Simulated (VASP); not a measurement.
## Ag: relaxation of cell and atoms with LDA

The system is Ag.

```
CELL_PARAMETERS angstrom
0.00000 2.00163 2.00163
2.00163 0.00000 2.00163
2.00163 2.00163 0.00000
ATOMIC_POSITIONS crystal
Ag 0.00000 0.00000 0.00000
```

```yaml
Program: VASP 6.6.1
Task: relaxation of cell and atoms
Functional: LDA
Potentials_or_basis: VASP PAW LDA potentials, release 64 (Ag)
Cutoff: 600 eV
k_mesh: 16 × 16 × 16
Occupations: methfessel-paxton, width 0.1 eV
Spin: no spin polarisation
Further_INCAR_settings: ALGO = Normal; EDIFF = 1e-07; IBRION = 2; EDIFFG = -0.005; NSW = 90; ISIF = 3
```

| Item | Value |
| --- | --- |
| Relaxed volume | 16.03 Å³/atom |
| Relaxed cell | a = 2.830 Å, b = 2.830 Å, c = 2.830 Å, α = 60.00°, β = 60.00°, γ = 60.00° |
| Space group after relaxing (to 0.05 Å) | Fm-3m (No. 225) |
| Energy gained by relaxing | 0.0 meV/atom |
| Ionic steps | 3 |
| Pressure after relaxing | 0.0 GPa |
| Band gap on the k mesh | none (metal or under the smearing width) |

Final structure:
```cif
data_structure
_symmetry_space_group_name_H-M 'P 1'
_symmetry_Int_Tables_number 1
_cell_length_a 2.8301
_cell_length_b 2.8301
_cell_length_c 2.8301
_cell_angle_alpha 60.000
_cell_angle_beta 60.000
_cell_angle_gamma 60.000
_cell_volume 16.03
loop_
_atom_site_label
_atom_site_type_symbol
_atom_site_fract_x
_atom_site_fract_y
_atom_site_fract_z
_atom_site_occupancy
Ag1 Ag 0.00000 0.00000 0.00000 1
```

Levels at points of the mesh, in eV from the Fermi level:
```
           k point  band 4  band 5  band 6  band 7  band 8  band 9
(0.00, 0.00, 0.00)   -4.97   -3.79   -3.79   16.18   20.05   20.05
(0.50, 0.00, 0.00)   -2.89   -2.89   -0.56    3.97   15.44   18.41
(0.50, 0.50, 0.00)   -2.66   -2.66    1.53    7.26   10.91   10.91
```

It took 11 s on 1 thread of Intel(R) Xeon(R) 6975P-C (Granite Rapids) (shared host), peak memory 0.15 GiB.
